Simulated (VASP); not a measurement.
```
YS
1.0
    0.00000     2.74365     2.74365
    2.74365     0.00000     2.74365
    2.74365     2.74365     0.00000
Y S
1 1
Direct
  0.50000   0.50000   0.50000
  0.00000   0.00000   0.00000
```

All values below come from LDA (Ceperley-Alder, Perdew-Zunger), VASP's LDA PAW potentials (set 64) (plane waves; VASP). Numerical set-up: 300 eV cut-off, 5×5×5 Γ-centred mesh, Fermi-Dirac smearing of 0.10 eV, potentials Y_sv S.

At this cut-off the stress carries a Pulay error, which pulls relaxed volumes low.

Give the stress tensor in GPa (positive for a compressed cell).

```
-4.00   0.00   0.00
 0.00  -4.00   0.00
 0.00   0.00  -4.00
```
The pressure is its mean diagonal, -4.00 GPa.

The structure comes from a measured YS entry (Fm-3m) of the Crystallography Open Database, whose conditions weren't checked. The cell was not relaxed at this level. The k-mesh is coarse (spacing up to 0.40 per Å, 2π included), so the numbers may not be converged in it. The electron count is odd and the run is not spin-polarised, which forces a metal.
